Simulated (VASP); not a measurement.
VASP ran on this input.

### POSCAR
```
SnSe2
1.0
  2.0210556672  -3.5005713517   0.0000000000
  2.0210556672   3.5005713517   0.0000000000
  0.0000000000   0.0000000000   6.3825097704
Sn Se
1 2
Cartesian
  2.0210556672   3.5005713517   6.3825097704
  2.0210556672   1.1668594509   1.6276442874
  2.0210556672  -1.1668594509   4.7548654830
```

KPOINTS:
```
Regular mesh
0
Gamma
6 6 3
0 0 0
```

### INCAR
```
SYSTEM = SnSe2
PREC = Accurate
ENCUT = 520
EDIFF = 1E-6
NELM = 100
ALGO = Normal
LREAL = .FALSE.
LASPH = .TRUE.
ISMEAR = 0
SIGMA = 0.05
GGA = ML
ZAB_VDW = -1.8867
LUSE_VDW = .TRUE.
AGGAC = 0.0
LMAXMIX = 4
LWAVE = .FALSE.
LCHARG = .FALSE.
IBRION = 2
ISIF = 3
NSW = 60
EDIFFG = -0.02
```

POTCAR, in this order: Sn_d Se (PBE.64 set). Program: vasp_std.

### Question
Translate this vdW-DF2 calculation to Quantum ESPRESSO's pw.x.

### Answer
One equivalent input (not run):
```
&CONTROL
  calculation = 'vc-relax'
  pseudo_dir = './pseudo'
  outdir = './out'
  tprnfor = .true.
  tstress = .true.
  nstep = 60
  forc_conv_thr = 0.00078
/
&SYSTEM
  ibrav = 0
  nat = 3
  ntyp = 2
  ecutwfc = 86
  occupations = 'smearing'
  smearing = 'gaussian'
  degauss = 0.003675
  input_dft = 'vdw-df2'
/
&ELECTRONS
  conv_thr = 7.3e-08
  electron_maxstep = 100
/
&IONS
/
&CELL
/
ATOMIC_SPECIES
  Sn 118.710 Sn.upf
  Se 78.971 Se.upf
CELL_PARAMETERS angstrom
     2.0210557   -3.5005714   -0.0000000
     2.0210557    3.5005714    0.0000000
     0.0000000    0.0000000    6.3825098
ATOMIC_POSITIONS crystal
  Sn   0.0000000  1.0000000  1.0000000
  Se   0.3333330  0.6666670  0.2550163
  Se   0.6666670  0.3333330  0.7449837
K_POINTS automatic
  6 6 3 0 0 0
```
Limits of the translation: the potentials are each code's own (VASP's PAW set, PseudoDojo norm-conserving files in pw.x), so ENCUT and ecutwfc are chosen apart and not converted; conv_thr bounds pw.x's estimated SCF error, while EDIFF bounds the energy change between steps; forc_conv_thr acts on force components and is met together with etot_conv_thr.

The compound is SnSe2 in the 1T layered structure. It was relaxed first, which changed the volume by +17 %. The start is the result of an earlier pass.
